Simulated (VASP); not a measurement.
TiB2:

```
Ti B
1.0
     3.02593    0.00000    0.00000
    -1.51296    2.62053    0.00000
     0.00000    0.00000    3.22877
Ti B
1 2
Direct
  0.00000 0.00000 0.00000
  0.33333 0.66667 0.50000
  0.66667 0.33333 0.50000
```

The cell is a database's computed one.

| Quantity | Value |
| --- | --- |
| Program | VASP 6.6.1 |
| Task | relaxation of cell and atoms |
| Functional | PBEsol |
| Potentials or basis | VASP PAW PBE potentials, release 64 (Ti, B) |
| Cutoff | 580 eV |
| k mesh | 15 × 15 × 14 |
| Occupations | gaussian, width 0.1 eV |
| Spin | no spin polarisation |

At the start: pressure -3.7 GPa; volume 8.53 Å³/atom.

Question: Where does the relaxation end?

Answer: Over 5 steps the energy falls by 2.1 meV/atom and the volume is 8.41 Å³/atom (-1.5 %); space group P6/mmm (No. 191, to 0.05 Å).

The path:
```csv
step,energy change (eV),largest force (eV/Å),pressure (GPa),volume (Å³)
1,0.0000,0.0000,-3.75,25.60
2,-0.0019,0.0000,4.02,24.87
3,-0.0057,0.0000,0.44,25.19
4,-0.0063,0.0000,-0.02,25.22
5,-0.0063,0.0000,0.01,25.22
```

Final structure:
```cif
data_structure
_symmetry_space_group_name_H-M 'P 1'
_symmetry_Int_Tables_number 1
_cell_length_a 3.0207
_cell_length_b 3.0207
_cell_length_c 3.1911
_cell_angle_alpha 90.000
_cell_angle_beta 90.000
_cell_angle_gamma 120.000
_cell_volume 25.22
loop_
_atom_site_label
_atom_site_type_symbol
_atom_site_fract_x
_atom_site_fract_y
_atom_site_fract_z
_atom_site_occupancy
Ti1 Ti 0.00000 0.00000 0.00000 1
B1 B 0.33333 0.66667 0.50000 1
B2 B 0.66667 0.33333 0.50000 1
```

Caveat: the PAW data sets were made with another functional, which shifts forces and pressure a little.
